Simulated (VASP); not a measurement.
# BaY (P4/nmm) in VASP: reference runs

Aim: a first look at BaY with PBE, on the cell as given.

All numbers are computed with VASP 6.6.1; they aren't measurements. Logs are shortened: lines on timing, memory, paths and dates and some standing lists are left out, and cuts for length are marked.

## 1. The crystal as given

The structure is tetragonal, space group P4/nmm (No. 129). The conventional cell has a = 4.459 Å, b = 4.459 Å, c = 5.841 Å, α = 90.00°, β = 90.00°, γ = 90.00°. Around Ba (site symmetry 4mm) lie 4 Y at 2.84 Å. Y (site symmetry -4m2) is surrounded by 4 Ba at 2.84 Å and 4 Y at 3.15 Å.

The cell was built by a generator and needn't be a form met in nature.

## 2. Single point, PBE

The input, INCAR:

```
SYSTEM = BaY
PREC = Accurate ; ENCUT = 520
EDIFF = 1E-7 ; ISMEAR = -1
SIGMA = 0.05 ; LREAL = .False.
LASPH = .True. ; NELM = 100
ALGO = Normal ; ISIF = 2
LWAVE = .False. ; LCHARG = .False.
GGA = PE ; NBANDS = 29
```

The input, KPOINTS:

```
Automatic mesh
0
Gamma
  6 6 5
  0 0 0
```

The input, POSCAR:

```
BaY
1.0
    4.4587797100      0.0000000000      0.0000000000
    0.0000000000      4.4587797100      0.0000000000
    0.0000000000      0.0000000000      5.8411962200
Ba Y
2 2
Direct
    0.5000000000      0.0000000000      0.3000000100
    0.0000000000      0.5000000000      0.6999999900
    0.0000000000      0.0000000000      0.0000000000
    0.5000000000      0.5000000000      0.0000000000
```

Potentials or basis: VASP PAW PBE potentials, release 64 (Ba_sv, Y_sv).

Started as:

```
> cat potpaw_PBE.64/Ba_sv/POTCAR potpaw_PBE.64/Y_sv/POTCAR > POTCAR
> mpirun -np 1 vasp_std > vasp.out
```

OUTCAR:

```text
SYSTEM = BaY
   PREC = Accurate
   ENCUT = 520
   EDIFF = 1E-7
   ISMEAR = -1
   LREAL = .False.
   LASPH = .True.
   NELM = 100
   ISIF = 2
   GGA = PE

 ion  position               nearest neighbor table
   1  0.500  0.000  0.300-   3 2.84   4 2.84   4 2.84   3 2.84   2 3.92   2 3.92   2 3.92   2 3.92
                             2 4.71   2 4.71   2 4.71   2 4.71
   2  0.000  0.500  0.700-   3 2.84   4 2.84   3 2.84   4 2.84   1 3.92   1 3.92   1 3.92   1 3.92
                             1 4.71   1 4.71   1 4.71   1 4.71
   3  0.000  0.000  0.000-   1 2.84   2 2.84   2 2.84   1 2.84   4 3.15   4 3.15   4 3.15   4 3.15

   4  0.500  0.500  0.000-   1 2.84   2 2.84   1 2.84   2 2.84   3 3.15   3 3.15   3 3.15   3 3.15

  LATTYP: Found a simple tetragonal cell.
 ALAT       =     4.4587797100
 C/A-ratio  =     1.3100436891

  Lattice vectors:

 A1 = (   4.4587797100,   0.0000000000,   0.0000000000)
 A2 = (   0.0000000000,   4.4587797100,   0.0000000000)
 A3 = (   0.0000000000,   0.0000000000,   5.8411962200)

Analysis of symmetry for initial positions (statically):
=====================================================================
 Subroutine PRICEL returns:
 Original cell was already a primitive cell.

 Routine SETGRP: Setting up the symmetry group for a
 simple tetragonal supercell.

 Subroutine GETGRP returns: Found 16 space group operations
 (whereof  8 operations were pure point group operations)
 out of a pool of 16 trial point group operations.

The static configuration has the point symmetry D_2d.
 The point group associated with its full space group is D_4h.

Analysis of symmetry for dynamics (positions and initial velocities):
=====================================================================
 Subroutine PRICEL returns:
 Original cell was already a primitive cell.

 Routine SETGRP: Setting up the symmetry group for a
 simple tetragonal supercell.

 Subroutine GETGRP returns: Found 16 space group operations
 (whereof  8 operations were pure point group operations)
 out of a pool of 16 trial point group operations.

The dynamic configuration has the point symmetry D_2d.
 The point group associated with its full space group is D_4h.

 Subroutine INISYM returns: Found 16 space group operations
 (whereof  8 operations are pure point group operations),
 and found     1 'primitive' translations

----------------------------------------------------------------------------------------
[... 91 lines left out ...]
   ISPIN  =      1    spin polarized calculation?
   LNONCOLLINEAR =      F non collinear calculations
   LSORBIT =      F    spin-orbit coupling
   LASPH  =      T    aspherical Exc in radial PAW
   ENCUT  =  520.0 eV  38.22 Ry    6.18 a.u.   8.29  8.29 10.86*2*pi/ulx,y,z
   NELM   =    100;   NELMIN=  2; NELMDL= -5     # of ELM steps
   EDIFF  = 0.1E-06   stopping-criterion for ELM
   LREAL  =      F    real-space projection
   EDIFFG = 0.1E-05   stopping-criterion for IOM
   NSW    =      0    number of steps for IOM
   IBRION =     -1    ionic relax: 0-MD 1-quasi-New 2-CG
   NFREE  =      0    steps in history (QN), initial steepest desc. (CG)
   ISIF   =      2    stress and relaxation
   ISYM   =      2    0-nonsym 1-usesym 2-fastsym
   POTIM  = 0.5000    time-step for ionic-motion
   TEBEG  =    0.0;   TEEND  =   0.0 temperature during run
   PSTRESS=    0.0 pullay stress
   NELECT =      42.0000    total number of electrons
   NUPDOWN=      -1.0000    fix difference up-down
   EMIN   =  10.00;   EMAX   =-10.00  energy-range for DOS
   EFERMI =   0.00;   METHOD = LEGACY
   ISMEAR =    -1;   SIGMA  =   0.05  broadening in eV -4-tet -1-fermi 0-gaus
   EFERMI_NEDOS =   21; number of points for ismear=-14 and -15
   IALGO  =     38    algorithm
   IMIX   =      4    mixing-type and parameters
     AMIX     =   0.40;   BMIX     =  1.00
     AMIX_MAG =   1.60;   BMIX_MAG =  1.00
  volume/ion in A,a.u.               =      29.03       195.92
  Fermi-wavevector in a.u.,A,eV,Ry     =   1.166398  2.204172 18.510503  1.360484
  Thomas-Fermi vector in A             =   2.302911
   LORBIT       =      0    0 simple, 1 ext, 2 COOP (PROOUT), +10 PAW based schemes
   GGA     = PE    functional components
   LHFCALC =     F    Hartree Fock is set to
   AEXX    =    0.0000 exact exchange contribution
   IVDW    =     0    specifies the selected vdW correction
   LEPSILON=     F    determine dielectric tensor
   LRPA    =     F    only Hartree local field effects (RPA)
 non-spin polarized calculation
  energy-cutoff  :      520.00
  volume of cell :      116.13
 maximum number of plane-waves:      3153
 NGX is ok and might be reduce to    36
   NGX = 17   NGY = 17   NGZ = 21

 number of electron      42.0000001 magnetization

 Free energy of the ion-electron system (eV)
  ---------------------------------------------------
  ext. energy  EPLUGINS =         0.00000000
  ---------------------------------------------------
  free energy    TOTEN  =       -10.30989416 eV

  energy without entropy =      -10.28601000  energy(sigma->0) =      -10.29795208

 E-fermi :   4.2559     XC(G=0):  -9.9686

 val. band max:        4.2491708130   @ k =   0.5000   0.5000   0.4000
 cond. band min:       4.2828893943   @ k =   0.0000   0.0000   0.4000
 fundamental gap:      0.0337185813
 Fermi energy:         4.2559326329

 k-point     1 :       0.0000    0.0000    0.0000
  band No.  band energies     occupation
      1     -38.1968      2.00000
      2     -37.9621      2.00000
      3     -24.1617      2.00000
      4     -24.0912      2.00000
      5     -18.8309      2.00000
      6     -18.8309      2.00000
[... 757 lines left out ...]
     28       6.3290      0.00000
     29       7.2773      0.00000

 [... further k-points ...]
[... 5 lines left out ...]
  --------------------------------------------------------------------------------------
  -------------------------------------------------------------------------------------
  Total       15.0162928     15.0162928      8.6589152      0.0000000      0.0000000      0.0000000
  in kB      207.1760180    207.1760180    119.4648770      0.0000000      0.0000000      0.0000000
  external PRESSURE =     177.9389710 kB  Pullay stress =       0.0000000 kB

 VOLUME and BASIS-vectors are now :
 -----------------------------------------------------------------------------
  energy-cutoff  :      520.00
  volume of cell :      116.13
      direct lattice vectors                 reciprocal lattice vectors
     4.458779710  0.000000000  0.000000000     0.224276610  0.000000000  0.000000000
     0.000000000  4.458779710  0.000000000     0.000000000  0.224276610  0.000000000
     0.000000000  0.000000000  5.841196220     0.000000000  0.000000000  0.171197810

 POSITION                                       TOTAL-FORCE (eV/Angst)
 -----------------------------------------------------------------------------------
      2.22939      0.00000      1.75236         0.000000      0.000000      3.540699
      0.00000      2.22939      4.08884        -0.000000      0.000000     -3.540699
      0.00000      0.00000      0.00000         0.000000      0.000000      0.000000
      2.22939      2.22939      0.00000        -0.000000      0.000000      0.000000
 -----------------------------------------------------------------------------------
    total drift:                                0.000000      0.000000     -0.000000

  FREE ENERGIE OF THE ION-ELECTRON SYSTEM (eV)
  ---------------------------------------------------
  free  energy   TOTEN  =       -10.3098941611 eV

  energy  without entropy=      -10.2860100046  energy(sigma->0) =      -10.29795208
```

OSZICAR:

```text
N       E                     dE             d eps       ncg     rms          rms(c)
DAV:   1     0.286948249877E+03    0.28695E+03   -0.20822E+04  1740   0.137E+03
DAV:   2     0.974438609414E+01   -0.27720E+03   -0.27112E+03  2268   0.312E+02
DAV:   3    -0.100715733226E+02   -0.19816E+02   -0.19288E+02  2760   0.638E+01
DAV:   4    -0.110769954339E+02   -0.10054E+01   -0.99630E+00  2595   0.130E+01
DAV:   5    -0.111014290620E+02   -0.24434E-01   -0.24409E-01  2417   0.184E+00    0.405E+01
DAV:   6    -0.103989155305E+02    0.70251E+00   -0.14145E+00  2269   0.539E+00    0.223E+01
DAV:   7    -0.103045431680E+02    0.94372E-01   -0.96511E-01  2565   0.488E+00    0.275E+00
DAV:   8    -0.103114332444E+02   -0.68901E-02   -0.11015E-01  2280   0.136E+00    0.111E+00
DAV:   9    -0.103102908605E+02    0.11424E-02   -0.24067E-02  2182   0.898E-01    0.450E-01
DAV:  10    -0.103099430034E+02    0.34786E-03   -0.47216E-03  2189   0.266E-01    0.177E-01
DAV:  11    -0.103098861646E+02    0.56839E-04   -0.60495E-04  2157   0.112E-01    0.616E-02
DAV:  12    -0.103098960235E+02   -0.98588E-05   -0.74876E-05  2461   0.431E-02    0.317E-02
DAV:  13    -0.103098947182E+02    0.13053E-05   -0.56613E-06  2211   0.122E-02    0.156E-02
DAV:  14    -0.103098941727E+02    0.54550E-06   -0.58905E-07  2103   0.502E-03    0.239E-03
DAV:  15    -0.103098941611E+02    0.11573E-07   -0.18876E-07  1625   0.199E-03
   1 F= -.10309894E+02 E0= -.10297952E+02  d E =-.238842E-01
```

Wall time 53 s (1 thread of Intel Xeon 6975P-C (Granite Rapids), shared host); peak memory 0.3 GiB.

What came out:

- Free energy: -10.3099 eV
- Pressure: 17.8 GPa
- Largest force: 3.541 eV/Å
- Band gap on the k mesh: none (metal or under the smearing width)

Forces on the atoms (eV/Å):
```
Ba   0.000  0.000  3.541
Ba   0.000  0.000 -3.541
Y    0.000  0.000  0.000
Y    0.000  0.000  0.000
```

Caveat: so large a pressure means that the cell lies far from this level's equilibrium, or that cutoff or potentials fall short; forces of over 1 eV/Å show positions far from the minimum, so gaps and moduli don't describe the material at rest.
